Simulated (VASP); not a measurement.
Consider the following.

```
SrVO3
1.0
    3.84000     0.00000     0.00000
    0.00000     3.84000     0.00000
    0.00000     0.00000     3.84000
Sr V O
1 1 3
Direct
  0.00114   0.98475   0.01879
  0.48618   0.51134   0.50166
  0.46669   0.00378   0.48484
  0.02987   0.49670   0.49848
  0.51611   0.50343   0.99624
```

Level of theory: PBEsol GGA, VASP's PBE PAW potentials (set 64) (plane waves; VASP). Settings: 400 eV cut-off, 4×4×4 Γ-centred mesh, Fermi-Dirac smearing of 0.050 eV, potentials Sr_sv V_sv O.

At this cut-off the stress carries a Pulay error, which pulls relaxed volumes low.

### Question
Estimate the energy per atom (σ→0), pressure, largest force, band gap (on the k-mesh) with the smallest direct gap where there is one.

### Answer

```yaml
band gap (on the k-mesh): none (metal, semimetal or under 0.01 eV)
energy per atom (σ→0): -8.207 eV/atom
pressure: -4.98 GPa
largest_force: 2.292 eV/Å
```

Only differences to runs with the same potentials and settings are physical.

The structure is a typed SrVO3 crystal. The cell was not relaxed at this level, atoms are displaced from their ideal sites. The k-mesh is coarse (spacing up to 0.41 per Å, 2π included), so the numbers may not be converged in it. The run is not spin-polarised, so no magnetic state was tried. The electron count is odd and the run is not spin-polarised, which forces a metal.
